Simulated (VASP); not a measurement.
An input for Ansatz (written as the equivalent of a VASP run, and not itself run):

Ansatz 0.2 input:
```yaml
crystal:
  lattice:
    - [0.0000000, 2.4892293, 2.4892293]
    - [2.4892293, 0.0000000, 2.4892293]
    - [2.4892293, 2.4892293, 0.0000000]
  atoms:
    - { symbol: Y, position: [0.0000000, 0.0000000, 0.0000000] }
    - { symbol: N, position: [0.5000000, 0.5000000, 0.5000000] }
kpoints:
  mp_grid: { grid: [8, 8, 8] }
hamiltonian:
  xc: pbe
  pseudopotentials: { kind: paw }
scf:
  occupations: { method: gaussian, width: 0.05 }
  max_iter: 100
relax:
  max_steps: 30
  f_tol: 0.01
output: { forces: true, stress: true, eigenvalues: true }
```

Problem. Translate this input to VASP (INCAR, KPOINTS, POSCAR, choice of POTCAR).

Solution. One answer among several that fit: 
**POSCAR**
```
YN
1
    0.0000000000     2.4892293300     2.4892293300
    2.4892293300     0.0000000000     2.4892293300
    2.4892293300     2.4892293300     0.0000000000
Y N
1 1
Direct
  0.0000000000   0.0000000000   0.0000000000
  0.5000000000   0.5000000000   0.5000000000
```

INCAR:
```
ALGO  =  Normal
EDIFF  =  1E-7
EDIFFG  =  -0.01
ENCUT  =  600
GGA  =  PE
IBRION  =  2
ISIF  =  2
ISMEAR  =  0
LASPH  =  .True.
LCHARG  =  .False.
LMAXMIX  =  4
LREAL  =  .False.
LWAVE  =  .False.
NELM  =  100
NSW  =  30
PREC  =  Accurate
SIGMA  =  0.05
SYSTEM  =  YN
```

File KPOINTS:
```
Automatic mesh
0
Gamma
8 8 8
0 0 0
```

POTCAR, in this order: Y_sv N (PBE.64 set). Program: vasp_std.

Limits of the translation: each code has its own PAW files, so the cut-off isn't converted (ENCUT is set for VASP's; basis.ecutwfc is left out, and Ansatz then takes the one that its files recommend); Ansatz stops its SCF on the density residual and VASP on the energy change (EDIFF).

The compound is YN in the rock salt structure. This cell was strained or had an atom moved on purpose.
